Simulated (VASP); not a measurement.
Computed with PBE GGA, VASP's PBE PAW potentials (set 64) (plane waves; VASP).

Input for VASP

**KPOINTS**
```
Automatic mesh
0
Gamma
12 12 7
0 0 0
```

POSCAR:
```
ZrS2
1
    1.8431586760    -3.1924444960     0.0000000000
    1.8431586760     3.1924444960     0.0000000000
    0.0000000000     0.0000000000     6.3408382366
Zr S
1 2
Direct
  0.0000000000   1.0000000000   0.0000000000
  0.3333330000   0.6666670000   0.2283806159
  0.6666670000   0.3333330000   0.7716193841
```

**INCAR**
```
! general
SYSTEM  = ZrS2
PREC    = Accurate
ENCUT   = 400   ! plane-wave cut-off (eV)
LREAL   = F   ! projection in real space or not
LASPH   = T
NBANDS  = 48

! electronic loop
EDIFF   = 1E-7
NELM    = 100
ALGO    = Normal   ! blocked Davidson
LMAXMIX = 4

! smearing
ISMEAR  = 0   ! Gaussian
SIGMA   = 0.01   ! width (eV)

! functional
GGA     = PE   ! PBE

! output
LWAVE   = F
LCHARG  = F
NEDOS   = 1001   ! DOS grid

! other
LOPTICS = T
CSHIFT  = 0.1
```

POTCAR, in this order: Zr_sv S (PBE.64 set). Program: vasp_std.

Q: What will the output report for the number of irreducible k-points (NKPTS), largest plane-wave count, number of space-group operations, FFT grid (NGX, NGY, NGZ)?

A: 
```yaml
number of irreducible k-points (NKPTS): 112
largest_plane_wave_count: 1392
number_of_space_group_operations: 12
FFT grid (NGX, NGY, NGZ): 24 × 24 × 42
```

The compound is ZrS2 in the 1T layered structure. It was relaxed first, which changed the volume by +11 %.
